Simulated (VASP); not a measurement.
Input:

```xyz
6
Lattice="-2.0920 3.0581 4.5455 2.0920 -3.0581 4.5455 2.0920 3.0581 -4.5455" Properties=species:S:1:pos:R:3 pbc="T T T"
La     2.0920     0.0000     1.7203
La     0.0000     3.0581     2.8252
Co     0.0000     1.7940     0.0000
Co     0.0000     4.3221     0.0000
Al     0.0000     0.0000     4.5455
C      0.0000     0.0000     0.0000
```
Starting moments (μB, in the order of the record's atoms La La Co Co Al C): 0.0 0.0 3.0 3.0 0.0 0.0.

All values below come from PBEsol GGA, VASP's PBE PAW potentials (set 64) (plane waves; VASP). Settings: 400 eV cut-off, 4×4×4 Γ-centred mesh, Fermi-Dirac smearing of 0.050 eV, potentials La Co Al C.

At this cut-off the stress carries a Pulay error, which pulls relaxed volumes low. Energy and stress use the plane-wave basis of the starting cell.

Q: The ions, cell shape and volume are relaxed. Predict the relaxed structure.

A: 
```xyz
6
Lattice="-2.0681 3.0092 4.4338 2.0681 -3.0092 4.4338 2.0681 3.0092 -4.4338" Properties=species:S:1:pos:R:3 pbc="T T T"
La     2.0681     0.0000     1.6960
La     0.0000     3.0092     2.7378
Co     0.0000     1.7605     0.0000
Co     0.0000     4.2578     0.0000
Al     0.0000     0.0000     4.4338
C      0.0000     0.0000     0.0000
```
Space group Immm (71), at a tolerance of 0.03 Å. The cell ends with 0.00 μB, on the sites 0.00 0.00 0.00 0.00 0.00 0.00 μB.

Q: How do energy and volume change from the first to the last step?

A: The energy (σ→0) changes by -17.2 meV/atom and the volume by -5.1 %, in 21 ionic steps.

```csv
step,E(σ→0) (eV),max force (eV/Å),pressure (GPa),volume (Å³)
1,-41.9537,0.408,-5.18,116.32
2,-41.9489,0.977,5.76,106.09
3,-42.0502,0.183,-0.35,111.15
4,-42.0502,0.197,-0.25,111.05
5,-42.0546,0.091,0.11,110.37
6,-42.0546,0.091,0.15,110.39
7,-42.0561,0.057,-0.12,110.49
8,-42.0565,0.064,-0.32,110.60
9,-42.0565,0.068,0.33,110.05
10,-42.0569,0.012,0.03,110.34
11,-42.0569,0.012,-0.01,110.36
12,-42.0569,0.012,-0.13,110.36
13,-42.0569,0.012,-0.05,110.34
14,-42.0570,0.011,-0.01,110.28
15,-42.0570,0.014,-0.03,110.25
16,-42.0570,0.020,0.09,110.19
17,-42.0570,0.015,0.09,110.24
18,-42.0570,0.013,0.12,110.25
19,-42.0570,0.011,-0.01,110.37
20,-42.0570,0.011,0.02,110.37
21,-42.0570,0.006,0.04,110.37
```

The structure comes from a measured La2AlCo2C entry of the Crystallography Open Database, whose conditions weren't checked. This run relaxes it. Symmetry was kept, so distortions that lower it aren't found. The k-mesh is coarse (spacing up to 0.46 per Å, 2π included), so the numbers may not be converged in it. The run is one of a series of settings (EDIFFG = -0.01, IBRION = 2, ISIF = 3, NSW = 50 against the base run), some of them coarse on purpose.
